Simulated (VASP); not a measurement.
How well do functionals in VASP give the band gap of AlP (zinc blende)? (Scalar-relativistic values.) The mesh is coarse and the basis finite, so the quasiparticle values are not converged.

The measured value is 2.54 eV (as given by Wei Chen et al., Physical Review Materials (2018), doi:10.1103/physrevmaterials.2.073803; zero-point renormalisation of 0.02 eV added back (the table's ZPR column)).

Question: Order G0W0@PBE (starting cell), optB88-vdW (own cell), PBE-D3(BJ) (own cell), LDA (own cell), PBE (own cell) by the size of their error, smallest first.

Answer: G0W0@PBE (starting cell) (2.37, -0.17), optB88-vdW (own cell) (1.71, -0.83), PBE (own cell) (1.63, -0.91), PBE-D3(BJ) (own cell) (1.57, -0.97), LDA (own cell) (1.42, -1.12)

Only levels that ran to the end are used. Left out are those held back, those with too coarse a band path, GW runs whose mesh misses a band edge, hybrids' fits of cells that aren't cubic and levels without matching references; a question may draw on a part of the rest.

The compound is AlP in the zinc blende structure.
